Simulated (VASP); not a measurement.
# NdH2: structure and properties in VASP, part 7 of 10

What structure does NdH2 take at this level, and what are its properties? The start is a cell from a database of measured crystal structures.

VASP 6.6.1, plane waves and PAW; the level of theory is named at each step.

Still holding for the runs below: The magnetic order comes from the search above, where another run lay slightly lower; longer or canted patterns were not tried. DFT+U on an f shell has many metastable occupations, and no search among them was made.

So far, moment of the cell, from the last line of the log (μB): step 2 (magnetic order: ferromagnetic) 3.19; step 6 (full relaxation (PBEsol + U)) 3.23; step 7 (second relaxation) 3.24.

### Step 9. Bands along the symmetry lines (PBEsol + U)

Level of this step: PBEsol, DFT+U (Nd f 5 eV), spin-polarised from a ferromagnetic start; plane waves and PAW (Nd, H) (VASP).

The mesh alone shows little of the dispersion and can miss band extrema, so KPOINTS_OPT adds a path through the symmetry points after the self-consistent cycle.

The input, INCAR:

```
SYSTEM = NdH2
PREC = Accurate
ENCUT = 440
EDIFF = 1E-06
NELM = 150
ISMEAR = 0
SIGMA = 0.05
LREAL = .FALSE.
ALGO = Normal
GGA = PS
NBANDS = 24
ISPIN = 2
MAGMOM = 2.91 -0.011 -0.011
LDAU = .TRUE.
LDAUTYPE = 2
LDAUL = 3 -1
LDAUU = 5 0
LDAUJ = 0 0
LDAUPRINT = 1
LASPH = .TRUE.
LMAXMIX = 6
AMIX = 0.2
BMIX = 1E-04
AMIX_MAG = 0.8
BMIX_MAG = 1E-04
LORBIT = 11
LWAVE = .FALSE.
LCHARG = .FALSE.
KPAR = 8
```

The input, POSCAR:

```
NdH2
1.0
    0.0000000000      2.6946752964      2.6946752964
    2.6946752964      0.0000000000      2.6946752964
    2.6946752964      2.6946752964      0.0000000000
Nd H
1 2
Direct
    0.0000000000      0.0000000000      0.0000000000
    0.2500000000      0.2500000000      0.2500000000
    0.7500000000      0.7500000000      0.7500000000
```

The input, KPOINTS:

```
Automatic mesh
0
Gamma
9 9 9
0 0 0
```

The input, KPOINTS_OPT:

```
Line mode
16
Line-mode
Reciprocal
  0.00000000   0.00000000   0.00000000 GAMMA
  0.50000000   0.00000000   0.50000000 X

  0.50000000   0.00000000   0.50000000 X
  0.50000000   0.25000000   0.75000000 W

  0.50000000   0.25000000   0.75000000 W
  0.37500000   0.37500000   0.75000000 K

  0.37500000   0.37500000   0.75000000 K
  0.00000000   0.00000000   0.00000000 GAMMA

  0.00000000   0.00000000   0.00000000 GAMMA
  0.50000000   0.50000000   0.50000000 L

  0.50000000   0.50000000   0.50000000 L
  0.62500000   0.25000000   0.62500000 U

  0.62500000   0.25000000   0.62500000 U
  0.50000000   0.25000000   0.75000000 W

  0.50000000   0.25000000   0.75000000 W
  0.50000000   0.50000000   0.50000000 L

  0.50000000   0.50000000   0.50000000 L
  0.37500000   0.37500000   0.75000000 K

  0.62500000   0.25000000   0.62500000 U
  0.50000000   0.00000000   0.50000000 X
```

The projector-augmented-wave data sets are Nd and H (PBE family, release 64).

Run with:

```
> mpirun -np 8 vasp_std
```

Output:

```text
[... set-up lines as in an earlier step ...]
 entering main loop
       N       E                     dE             d eps       ncg     rms          rms(c)
DAV:   1     0.756666863392E+02    0.75667E+02   -0.54029E+03  4936   0.138E+03
DAV:   2    -0.843050023968E+01   -0.84097E+02   -0.76040E+02  5528   0.232E+02
DAV:   3    -0.139700806551E+02   -0.55396E+01   -0.54728E+01  4984   0.659E+01
DAV:   4    -0.141239180313E+02   -0.15384E+00   -0.15333E+00  5496   0.541E+00
DAV:   5    -0.141479329999E+02   -0.24015E-01   -0.24012E-01  4544   0.140E+00    0.446E+01
DAV:   6    -0.130798651689E+02    0.10681E+01   -0.27385E+01  5120   0.691E+01    0.722E+01
DAV:   7    -0.126635434892E+02    0.41632E+00   -0.28157E+00  5064   0.350E+01    0.458E+01
DAV:   8    -0.134649066488E+02   -0.80136E+00   -0.80697E+00  4824   0.308E+01    0.173E+01
DAV:   9    -0.141662092807E+02   -0.70130E+00   -0.82824E-01  5584   0.779E+00    0.124E+01
DAV:  10    -0.146709239402E+02   -0.50471E+00   -0.67220E-02  5336   0.209E+00    0.505E+00
DAV:  11    -0.146817022678E+02   -0.10778E-01   -0.40600E-02  5288   0.283E+00    0.391E+00
DAV:  12    -0.146664016453E+02    0.15301E-01   -0.86000E-03  5992   0.113E+00    0.346E+00
DAV:  13    -0.145728797350E+02    0.93522E-01   -0.14890E-01  4784   0.615E+00    0.293E+00
DAV:  14    -0.145707420580E+02    0.21377E-02   -0.22872E-02  5840   0.171E+00    0.254E+00
DAV:  15    -0.145703840303E+02    0.35803E-03   -0.57949E-03  5328   0.122E+00    0.186E+00
DAV:  16    -0.145685623881E+02    0.18216E-02   -0.61573E-03  5264   0.145E+00    0.841E-01
DAV:  17    -0.145668357522E+02    0.17266E-02   -0.44853E-03  5616   0.110E+00    0.358E-01
DAV:  18    -0.145663608228E+02    0.47493E-03   -0.12880E-03  5608   0.539E-01    0.130E-01
DAV:  19    -0.145664301058E+02   -0.69283E-04   -0.22271E-04  5352   0.141E-01    0.110E-01
DAV:  20    -0.145664164394E+02    0.13666E-04   -0.46314E-05  5504   0.105E-01    0.855E-02
DAV:  21    -0.145664125914E+02    0.38480E-05   -0.29432E-05  5520   0.887E-02    0.191E-02
DAV:  22    -0.145664129254E+02   -0.33405E-06   -0.30397E-06  4664   0.163E-02
   1 F= -.14566413E+02 E0= -.14565948E+02  d E =-.929599E-03  mag=     3.2425
 Start KPOINTS_OPT (optional k-point list driver)
k-point batch [1-35\160]
       N       E                     dE             ncg
DAV:   1    -0.180256114850E+04   -0.17133E+05     4928
DAV:   2    -0.475593586969E+04   -0.29534E+04     5496
DAV:   3    -0.495840432333E+04   -0.20247E+03     4936
DAV:   4    -0.496395666066E+04   -0.55523E+01     5680
DAV:   5    -0.496437059103E+04   -0.41393E+00     4288
DAV:   6    -0.496438393216E+04   -0.13341E-01     5704
DAV:   7    -0.496438463735E+04   -0.70519E-03     4264
DAV:   8    -0.496438470831E+04   -0.70959E-04     4240
DAV:   9    -0.496438472010E+04   -0.11790E-04     3176
DAV:  10    -0.496438472219E+04   -0.20879E-05     2728
DAV:  11    -0.496438472291E+04   -0.72480E-06     2440
[...]
k-point batch [141-160\160]
       N       E                     dE             ncg
DAV:   1     0.635146708172E+04   -0.12364E+05     2792
DAV:   2     0.465955754835E+04   -0.16919E+04     3192
DAV:   3     0.453993639130E+04   -0.11962E+03     2800
DAV:   4     0.453668512563E+04   -0.32513E+01     3352
DAV:   5     0.453656666130E+04   -0.11846E+00     2320
DAV:   6     0.453656289452E+04   -0.37668E-02     3360
DAV:   7     0.453656276358E+04   -0.13094E-03     2368
DAV:   8     0.453656275308E+04   -0.10502E-04     2544
DAV:   9     0.453656275252E+04   -0.56058E-06     1560
```

The job ended after 46 s (8 MPI ranks of AMD EPYC 7R43, shared host; peak memory 1.8 GiB).

OUTCAR, selected parts (step 9):

```text
   NELECT =      16.0000    total number of electrons

atom =   1  type =  1  l = 3

 onsite density matrix

spin component  1

  0.3753  0.0000 -0.4627  0.0000  0.0000  0.0000  0.0000
  0.0000  0.0193  0.0000 -0.0000 -0.0000 -0.0000  0.0000
 -0.4627  0.0000  0.6142 -0.0000 -0.0000  0.0000  0.0000
  0.0000 -0.0000 -0.0000  0.0168  0.0000  0.0000 -0.0000
  0.0000 -0.0000 -0.0000  0.0000  0.6142  0.0000  0.4627
  0.0000 -0.0000  0.0000  0.0000  0.0000  0.9726 -0.0000
  0.0000  0.0000  0.0000 -0.0000  0.4627 -0.0000  0.3753

spin component  2

  0.0033  0.0000  0.0024  0.0000  0.0000 -0.0000  0.0000
  0.0000  0.0151  0.0000  0.0000 -0.0000 -0.0000 -0.0000
  0.0024  0.0000  0.0020  0.0000  0.0000 -0.0000 -0.0000
  0.0000  0.0000  0.0000  0.0051 -0.0000 -0.0000  0.0000
  0.0000 -0.0000  0.0000 -0.0000  0.0020 -0.0000 -0.0024
 -0.0000 -0.0000 -0.0000 -0.0000 -0.0000  0.0001 -0.0000
  0.0000 -0.0000 -0.0000  0.0000 -0.0024 -0.0000  0.0033

 occupancies and eigenvectors

  o =  0.0001  v =  0.0000  0.0000  0.0000  0.0000  0.0000  0.0000  0.0000 -0.6124 -0.0000  0.7906 -0.0000 -0.0003  0.0003 -0.0002      0.0000  0.0000  0.0000  0.0000  0.0000  0.0000  0.0000  0.0000  0.0000  0.0000  0.0000  0.0000  0.0000  0.0000
  o =  0.0001  v =  0.0000  0.0000  0.0000  0.0000  0.0000  0.0000  0.0000 -0.0002  0.0000  0.0003 -0.0000  0.7906  0.0004  0.6124      0.0000  0.0000  0.0000  0.0000  0.0000  0.0000  0.0000  0.0000  0.0000  0.0000  0.0000  0.0000  0.0000  0.0000
  o =  0.0001  v =  0.0000  0.0000  0.0000  0.0000  0.0000  0.0000  0.0000  0.0002  0.0000 -0.0002  0.0000 -0.0003  1.0000 -0.0002      0.0000  0.0000  0.0000  0.0000  0.0000  0.0000  0.0000  0.0000  0.0000  0.0000  0.0000  0.0000  0.0000  0.0000
  o =  0.0051  v =  0.0000  0.0000  0.0000  0.0000  0.0000  0.0000  0.0000 -0.0012 -0.0000 -0.0009  0.0001  0.6124  0.0000 -0.7906      0.0000  0.0000  0.0000  0.0000  0.0000  0.0000  0.0000  0.0000  0.0000  0.0000  0.0000  0.0000  0.0000  0.0000
  o =  0.0051  v =  0.0000  0.0000  0.0000  0.0000  0.0000  0.0000  0.0000  0.7906 -0.0000  0.6124 -0.0000  0.0009 -0.0000 -0.0012      0.0000  0.0000  0.0000  0.0000  0.0000  0.0000  0.0000  0.0000  0.0000  0.0000  0.0000  0.0000  0.0000  0.0000
  o =  0.0051  v =  0.0000  0.0000  0.0000  0.0000  0.0000  0.0000  0.0000  0.0000 -0.0000  0.0000  1.0000 -0.0001 -0.0000  0.0001      0.0000  0.0000  0.0000  0.0000  0.0000  0.0000  0.0000  0.0000  0.0000  0.0000  0.0000  0.0000  0.0000  0.0000
  o =  0.0151  v =  0.0000  0.0000  0.0000  0.0000  0.0000  0.0000  0.0000 -0.0000 -1.0000 -0.0000 -0.0000 -0.0000 -0.0000 -0.0000      0.0000  0.0000  0.0000  0.0000  0.0000  0.0000  0.0000  0.0000  0.0000  0.0000  0.0000  0.0000  0.0000  0.0000
  o =  0.0168  v =  0.0002 -0.0000  0.0002  0.0186 -0.6123  0.0000  0.7904  0.0000  0.0000  0.0000  0.0000  0.0000  0.0000  0.0000      0.0000  0.0000  0.0000  0.0000  0.0000  0.0000  0.0000  0.0000  0.0000  0.0000  0.0000  0.0000  0.0000  0.0000
  o =  0.0168  v = -0.7906  0.0000 -0.6124  0.0001 -0.0002 -0.0000  0.0002  0.0000  0.0000  0.0000  0.0000  0.0000  0.0000  0.0000      0.0000  0.0000  0.0000  0.0000  0.0000  0.0000  0.0000  0.0000  0.0000  0.0000  0.0000  0.0000  0.0000  0.0000
  o =  0.0168  v = -0.0000  0.0000 -0.0000 -0.9998 -0.0114  0.0000  0.0147  0.0000  0.0000  0.0000  0.0000  0.0000  0.0000  0.0000      0.0000  0.0000  0.0000  0.0000  0.0000  0.0000  0.0000  0.0000  0.0000  0.0000  0.0000  0.0000  0.0000  0.0000
  o =  0.0193  v =  0.0000  1.0000  0.0000  0.0000 -0.0000  0.0000  0.0000  0.0000  0.0000  0.0000  0.0000  0.0000  0.0000  0.0000      0.0000  0.0000  0.0000  0.0000  0.0000  0.0000  0.0000  0.0000  0.0000  0.0000  0.0000  0.0000  0.0000  0.0000
  o =  0.9726  v = -0.0000  0.0000  0.0000  0.0000  0.7772  0.1831  0.6020  0.0000  0.0000  0.0000  0.0000  0.0000  0.0000  0.0000      0.0000  0.0000  0.0000  0.0000  0.0000  0.0000  0.0000  0.0000  0.0000  0.0000  0.0000  0.0000  0.0000  0.0000
  o =  0.9726  v =  0.6124 -0.0000 -0.7906  0.0000  0.0000 -0.0000  0.0000  0.0000  0.0000  0.0000  0.0000  0.0000  0.0000  0.0000      0.0000  0.0000  0.0000  0.0000  0.0000  0.0000  0.0000  0.0000  0.0000  0.0000  0.0000  0.0000  0.0000  0.0000
  o =  0.9726  v = -0.0000  0.0000 -0.0000  0.0000  0.1448 -0.9831  0.1121  0.0000  0.0000  0.0000  0.0000  0.0000  0.0000  0.0000      0.0000  0.0000  0.0000  0.0000  0.0000  0.0000  0.0000  0.0000  0.0000  0.0000  0.0000  0.0000  0.0000  0.0000

 E-fermi :   4.1643

 spin component 1
 k-point     1 :       0.0000    0.0000    0.0000
  band No.  band energies     occupation
    ...
      5      -2.8753      1.00000
      6       0.1954      1.00000
      7       0.1954      1.00000
      8       0.1955      1.00000
      9       2.2652      1.00000
     10       5.1293      0.00000
     11       5.1294      0.00000
     12       5.1294      0.00000
     13       5.1985      0.00000
     14       5.1985      0.00000
    ...

 k-point     2 :       0.1111    0.0000    0.0000
  band No.  band energies     occupation
    ...
      5      -2.5906      1.00000
      6       0.1754      1.00000
      7       0.1755      1.00000
      8       0.1965      1.00000
      9       1.7520      1.00000
     10       5.1507      0.00000
     11       5.1823      0.00000
     12       5.1825      0.00000
     13       5.3115      0.00000
     14       5.3116      0.00000
    ...

  Total       -0.0010562     -0.0010562     -0.0010562     -0.0000000     -0.0000000      0.0000000
  in kB       -0.0432404     -0.0432404     -0.0432404     -0.0000000     -0.0000000      0.0000000
  external PRESSURE =      -0.0432404 kB  Pullay stress =       0.0000000 kB

 POSITION                                       TOTAL-FORCE (eV/Angst)
 -----------------------------------------------------------------------------------
      0.00000      0.00000      0.00000        -0.000000      0.000000      0.000000
      1.34734      1.34734      1.34734         0.000000      0.000000      0.000000
      4.04201      4.04201      4.04201         0.000000     -0.000000     -0.000000
 -----------------------------------------------------------------------------------
    total drift:                               -0.000000     -0.000000      0.000000

  FREE ENERGIE OF THE ION-ELECTRON SYSTEM (eV)
  ---------------------------------------------------
  free  energy   TOTEN  =       -14.5664129254 eV

  energy  without entropy=      -14.5654833268  energy(sigma->0) =      -14.56594813

 magnetization (x)
# of ion       s       p       d       f       tot
--------------------------------------------------
    1       -0.011  -0.108   0.074   2.954   2.910
    2       -0.011   0.001   0.000   0.000  -0.011
    3       -0.011   0.001   0.000   0.000  -0.011
--------------------------------------------------
tot         -0.034  -0.106   0.074   2.954   2.888

[... 8 parts as in an earlier step ...]

[... 14 further parts left out ...]
```

Spin-orbit coupling is off here; with elements this heavy it splits and shifts levels by tenths of an eV or more.

This step gave:

```yaml
scf_cycles: 22
pressure: -0.004324 GPa
moment_of_the_cell_from_the_last_line_of_the_log: 3.243 μB
```

Spin up. The electronic bands at the labelled points (eV, zero at the Fermi level; # counts the bands kept, so #1 is VASP's band 5):

```csv
point,#3,#4,#5,#6,#7,#8,#9,#10
Γ,-3.97,-3.97,-1.90,0.96,0.96,0.96,1.03,1.03
0.47 of the way,-4.03,-4.03,-3.75,0.36,1.12,1.12,1.49,1.84
X,-4.09,-4.09,-2.70,-1.96,1.23,1.23,1.45,1.55
0.47 of the way,-4.10,-4.09,-3.02,-1.57,1.24,1.24,1.39,1.55
W,-4.12,-3.86,-3.86,-0.90,1.27,1.29,1.29,1.55
0.53 of the way,-4.11,-4.07,-3.44,-1.03,1.25,1.26,1.33,1.55
K,-4.11,-4.07,-3.28,-1.13,1.23,1.26,1.34,1.56
0.53 of the way,-4.04,-3.99,-3.55,0.55,1.08,1.13,1.47,1.54
Γ,-3.97,-3.97,-1.90,0.96,0.96,0.96,1.03,1.03
0.47 of the way,-4.04,-3.97,-3.17,0.89,1.02,1.02,1.44,1.44
L,-4.11,-3.96,-2.66,0.80,1.01,1.01,1.25,1.25
0.47 of the way,-4.11,-4.01,-3.14,-0.07,1.23,1.25,1.27,1.58
U,-4.11,-4.07,-3.28,-1.13,1.23,1.26,1.34,1.56
0.47 of the way,-4.11,-4.07,-3.44,-1.03,1.25,1.27,1.33,1.55
W,-4.12,-3.86,-3.86,-0.90,1.27,1.29,1.29,1.55
0.47 of the way,-4.11,-4.03,-3.39,-0.36,1.25,1.26,1.28,1.57
L,-4.11,-3.96,-2.66,0.80,1.01,1.01,1.25,1.25
0.47 of the way,-4.11,-4.01,-3.14,-0.07,1.23,1.25,1.27,1.58
K,-4.11,-4.07,-3.28,-1.13,1.23,1.26,1.34,1.56
jump to U,-4.11,-4.07,-3.28,-1.13,1.23,1.26,1.34,1.56
0.47 of the way,-4.10,-4.08,-2.90,-1.70,1.23,1.24,1.41,1.55
X,-4.09,-4.09,-2.70,-1.96,1.23,1.23,1.45,1.55
```

Of the projections kept (Nd, H), the largest for each band there; the rest of the weight can lie on other orbitals:

| point | #3 | #4 | #5 | #6 | #7 | #8 | #9 | #10 |
| --- | --- | --- | --- | --- | --- | --- | --- | --- |
| Γ | Nd 1.00 | Nd 1.00 | H 0.62 | Nd 0.96 | Nd 0.96 | Nd 0.96 | Nd 1.00 | Nd 1.00 |
| X | Nd 1.00 | Nd 1.00 | H 0.64 | Nd 0.97 | Nd 1.00 | Nd 1.00 | Nd 0.99 | Nd 1.00 |
| W | Nd 1.00 | H 0.51 | H 0.51 | Nd 0.98 | Nd 1.00 | Nd 1.00 | Nd 1.00 | Nd 1.00 |
| K | Nd 1.00 | Nd 1.00 | H 0.61 | Nd 0.97 | Nd 1.00 | Nd 1.00 | Nd 1.00 | Nd 1.00 |
| Γ | Nd 1.00 | Nd 1.00 | H 0.62 | Nd 0.96 | Nd 0.97 | Nd 0.97 | Nd 1.00 | Nd 1.00 |
| L | Nd 1.00 | Nd 1.00 | H 0.64 | Nd 1.00 | Nd 0.98 | Nd 0.98 | Nd 1.00 | Nd 1.00 |

Spin down. The electronic bands at the labelled points (eV, zero at the Fermi level; # counts the bands kept, so #1 is VASP's band 5):

```
          point     #1     #2     #3    #4    #5    #6    #7
              Γ  -6.81  -1.77   1.44  1.44  1.44  2.54  2.54
0.47 of the way  -5.23  -3.62   1.07  2.33  2.33  2.66  2.71
              X  -4.82  -2.47  -1.53  2.80  2.80  2.85  3.02
0.47 of the way  -4.54  -2.80  -1.14  2.77  2.82  2.85  2.96
              W  -3.70  -3.70  -0.42  2.05  2.83  2.85  2.86
0.53 of the way  -4.17  -3.25  -0.58  2.46  2.84  2.85  2.85
              K  -4.35  -3.08  -0.68  2.74  2.84  2.85  2.91
0.53 of the way  -5.26  -3.42   1.28  2.19  2.31  2.61  2.63
              Γ  -6.81  -1.77   1.44  1.44  1.44  2.54  2.54
0.47 of the way  -5.77  -3.02   1.74  1.74  2.23  2.59  2.59
              L  -5.37  -2.44   1.48  1.48  2.09  2.80  2.80
0.47 of the way  -4.82  -2.93   0.46  2.02  2.64  2.78  2.82
              U  -4.35  -3.08  -0.68  2.74  2.84  2.85  2.91
0.47 of the way  -4.17  -3.25  -0.58  2.46  2.84  2.85  2.85
              W  -3.70  -3.70  -0.42  2.05  2.83  2.85  2.86
0.47 of the way  -4.48  -3.20   0.15  2.21  2.74  2.81  2.83
              L  -5.37  -2.44   1.48  1.48  2.09  2.80  2.80
0.47 of the way  -4.82  -2.93   0.46  2.02  2.64  2.78  2.82
              K  -4.35  -3.08  -0.68  2.74  2.84  2.85  2.91
      jump to U  -4.35  -3.08  -0.68  2.74  2.84  2.85  2.91
0.47 of the way  -4.65  -2.68  -1.27  2.79  2.82  2.85  2.98
              X  -4.82  -2.47  -1.53  2.80  2.80  2.85  3.02
```

Of the projections kept (Nd, H), the largest for each band there; the rest of the weight can lie on other orbitals:

```
point      #1      #2       #3       #4       #5       #6       #7
    Γ  H 0.71  H 0.72  Nd 0.96  Nd 0.96  Nd 0.96  Nd 1.00  Nd 1.00
    X  H 0.61  H 0.65  Nd 0.97  Nd 1.00  Nd 1.00  Nd 1.00  Nd 0.99
    W  H 0.61  H 0.61  Nd 0.98  Nd 0.98  Nd 1.00  Nd 1.00  Nd 1.00
    K  H 0.61  H 0.62  Nd 0.97  Nd 1.00  Nd 1.00  Nd 1.00  Nd 1.00
    Γ  H 0.71  H 0.72  Nd 0.96  Nd 0.96  Nd 0.96  Nd 1.00  Nd 1.00
    L  H 0.65  H 0.66  Nd 0.97  Nd 0.98  Nd 0.99  Nd 1.00  Nd 1.00
```

There is no gap at this level.

(Continued in part 8 of 10.)

[Lines on the potential files, build, host, timing and source positions are cut from VASP's logs without a mark.]

[Logs are printed without paths, hosts, clocks, repeated set-up lines and the standing remarks that a program may print on its own settings, such as how far it seeks lower states.]

[Hosts, paths, dates, database ids (printed as entryN), source tags and the programs' standing remarks are cut or masked in the printed files.]

[A measured line is paired with the nearest computed mode of its activity, which favours agreement.]
